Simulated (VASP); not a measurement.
Crystal: BaZrO3.

```
CELL_PARAMETERS angstrom
4.23495 0.00000 0.00000
0.00000 4.23495 0.00000
0.00000 0.00000 4.23495
ATOMIC_POSITIONS crystal
Ba 0.00000 0.00000 0.00000
Zr 0.50000 0.50000 0.50000
O 0.50000 0.50000 0.00000
O 0.00000 0.50000 0.50000
O 0.50000 0.00000 0.50000
```

The cell was built by a generator and needn't be a form met in nature.

Base run:

| Item | Value |
| --- | --- |
| Program | VASP 6.6.1 |
| Functional | HSE06 |
| Potentials or basis | VASP PAW PBE potentials, release 64 (Ba_sv, Zr_sv, O) |
| Cutoff | 520 eV |
| k mesh | 6 × 6 × 6 |
| Occupations | gaussian, width 0.02 eV |
| Spin | no spin polarisation |

Its results: band gap on the k mesh 4.62 eV, indirect (least direct gap 4.93 eV); pressure -3.8 GPa.

The run is repeated on the same cell with these changes: functional from HSE06 to PBE0; k mesh from 6 × 6 × 6 to 4 × 4 × 4. What comes out?

Band gap on the k mesh 5.35 eV, indirect (least direct gap 5.67 eV); pressure -3.9 GPa.

Several settings changed at once, so the effect can't be laid on one alone.

Caveats: the PAW data sets were made with another functional, which shifts forces and pressure a little; spin-orbit coupling is left out, which moves the levels of the heavy elements.

A k mesh can miss the band edges.
